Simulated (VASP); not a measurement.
Base run

VASP input. INCAR
```
ISMEAR = -1
SIGMA = 0.02
ISIF = 2
LHFCALC = .TRUE.
GGA = PE
HFSCREEN = 0.20787
NBANDS = 10
LASPH = .TRUE.
LMAXMIX = 4
NELM = 60
LREAL = .FALSE.
EDIFF = 1E-8
ALGO = Normal
PREC = Accurate
ENCUT = 312.4
ISTART = 1
ICHARG = 0
NELMIN = 4
```

KPOINTS
```
mesh
0
Gamma
2 2 2
0 0 0
```

POSCAR
```
Al
1.0
     0.000000    2.020000    2.020000
     2.020000    0.000000    2.020000
     2.020000    2.020000    0.000000
Al
1
Direct
  0.000000 0.000000 0.000000
```

Potentials (PBE.64), in the order of POSCAR: Al

The WAVECAR comes from an earlier, cheaper step on the same cell.

VASP prints the stress at a fixed plane-wave basis, so it holds the Pulay stress of this cutoff.

It gives a pressure of -8.07 GPa.

Problem. What changes with HFRCUT = -1?

Solution. The pressure decreases by 0.59 GPa, and the free energy changes by +196.98 meV/atom.

The k-mesh is coarse, so these values belong to this mesh and can lie far from the converged ones. Potentials made with PBE were used with another functional.
